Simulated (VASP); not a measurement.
Here is the system:

```
CELL_PARAMETERS angstrom
      0.00000     2.50257     2.50257
      2.50257     0.00000     2.50257
      2.50257     2.50257     0.00000
ATOMIC_POSITIONS crystal
  Eu 0.00000 0.00000 0.00000
  O  0.50000 0.50000 0.50000
```

All values below come from optB88-vdW, VASP's PBE PAW potentials (set 64) (plane waves; VASP 6.6.1). Settings: 520 eV cut-off, 9×9×9 Γ-centred mesh, Gaussian smearing of 0.050 eV, potentials Eu_2 O.

The 4f electrons are frozen in the core of the lanthanide potential, so 4f levels, which can set the real gap, and their magnetism are missing.

**Question.** The job: EuO (rock salt), 2 atoms, optB88-vdW, static run, 520 eV, 9×9×9 Γ-centred mesh. Roughly how much core time does it take on a busy server core?

**Answer.** About 30 core-seconds (one run on a shared machine, a rough figure). It had 35 irreducible k-points, 11 bands, up to 869 plane waves and 14 electronic steps.

The compound is EuO in the rock salt structure. This cell is one point of a volume scan, at 1.03 of the reference volume.
